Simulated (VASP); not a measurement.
Consider the following.

```yaml
crystal:
  lattice:
    - [3.84204, 0.00000, 0.00000]
    - [0.00000, 13.00710, 0.00000]
    - [0.00000, 0.00000, 3.87378]
  atoms:
    - { symbol: Ta, position: [0.00000, 0.14624, 0.02138] }
    - { symbol: Ta, position: [0.00000, 0.85376, 0.02138] }
    - { symbol: Ta, position: [0.50000, 0.35376, 0.97862] }
    - { symbol: Ta, position: [0.50000, 0.64624, 0.97862] }
    - { symbol: O, position: [0.50000, 0.18542, 0.00220] }
    - { symbol: O, position: [0.50000, 0.81458, 0.00220] }
    - { symbol: O, position: [0.00000, 0.31458, 0.99780] }
    - { symbol: O, position: [0.00000, 0.68542, 0.99780] }
    - { symbol: O, position: [0.00000, 0.85079, 0.50837] }
    - { symbol: O, position: [0.00000, 0.14921, 0.50837] }
    - { symbol: O, position: [0.50000, 0.64921, 0.49163] }
    - { symbol: O, position: [0.50000, 0.35079, 0.49163] }
    - { symbol: O, position: [0.50000, 0.50000, 0.99476] }
    - { symbol: O, position: [0.00000, 0.00000, 0.00524] }
```

Calculation: PBEsol GGA, VASP's PBE PAW potentials (set 64) (plane waves; VASP). Numerical set-up: LREAL = Auto, 520 eV cut-off, 7×2×7 Γ-centred mesh, tetrahedra with Blöchl corrections, potentials Ta_pv O.

The cores are frozen, which limits the accuracy of field gradients.

### Question
Give the principal components of the electric field gradient (V/Å²) and the asymmetry η at each nucleus.

### Answer

| atom | Vxx | Vyy | Vzz | η |
|---|---|---|---|---|
| Ta1 | 191.1 | 163.6 | -354.7 | 0.08 |
| Ta2 | 191.1 | 163.6 | -354.7 | 0.08 |
| Ta3 | 191.1 | 163.6 | -354.7 | 0.08 |
| Ta4 | 191.1 | 163.6 | -354.7 | 0.08 |
| O5 | 37.7 | 14.0 | -51.6 | 0.46 |
| O6 | 37.7 | 14.0 | -51.6 | 0.46 |
| O7 | 37.7 | 14.0 | -51.6 | 0.46 |
| O8 | 37.7 | 14.0 | -51.6 | 0.46 |
| O9 | 2.4 | 0.3 | -2.8 | 0.77 |
| O10 | 2.4 | 0.3 | -2.8 | 0.77 |
| O11 | 2.4 | 0.3 | -2.8 | 0.77 |
| O12 | 2.4 | 0.3 | -2.8 | 0.77 |
| O13 | 26.4 | 18.6 | -45.0 | 0.17 |
| O14 | 26.4 | 18.6 | -45.0 | 0.17 |

The structure comes from a computed database's Ta2O5 entry (Pmmn); how it stands against other phases isn't given here. It was relaxed first.
